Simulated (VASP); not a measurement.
BaO2 (space group I4/mmm): computed properties

Calculation: LDA (Ceperley-Alder, Perdew-Zunger), VASP's LDA PAW potentials (set 64) (plane waves; VASP).

| Quantity | Result |
|---|---|
| space group | I4/mmm (139) |
| cell | a = b = 3.7673 Å, c = 6.7123 Å, α = β = γ = 90.00° |
| volume per atom | 15.88 Å³/atom |
| band gap (over mesh and band path) | 1.87 eV |
| smallest direct gap (over mesh and band path) | 1.87 eV |
| Hill bulk modulus | 89.2 GPa |
| Hill shear modulus | 44.0 GPa |
| Poisson's ratio | 0.288 |
| band-edge character | direct, M to M |
| density | 5.90 g/cm³ |
| optical Γ-point spectrum | 181 (×2), 184 (×2), 197, 939 cm⁻¹ |
| C11 | 151 GPa |
| C12 | 82.9 GPa |
| C13 | 36.5 GPa |
| C33 | 189 GPa |
| C44 | 30.2 GPa |
| C66 | 65.9 GPa |

BaO2 has the tetragonal space group I4/mmm (No. 139), Pearson symbol tI6. Conventional cell: a = 3.7673 Å, b = 3.7673 Å, c = 6.7123 Å, α = 90.00°, β = 90.00°, γ = 90.00°. Ba on 2a sees 2 O at 2.622 Å and 8 O at 2.763 Å. O on 4e sees 1 O at 1.467 Å and 1 Ba at 2.622 Å and 4 Ba at 2.763 Å. (Neighbours: up to the widest gap in distance over summed covalent radii, below 1.35, at either atom; cation-cation and far metal-metal contacts left out.)
(The calculation used a cell of 3 atoms; values per cell refer to that cell.)

Unless said otherwise, spin-orbit coupling is left out, though it shifts the bands of the heavy elements here.

The structure comes from a computed database's BaO2 entry (I4/mmm); how it stands against other phases isn't given here. It was relaxed first, which changed the volume by -6 %. Symmetry was kept, so distortions that lower it aren't found.
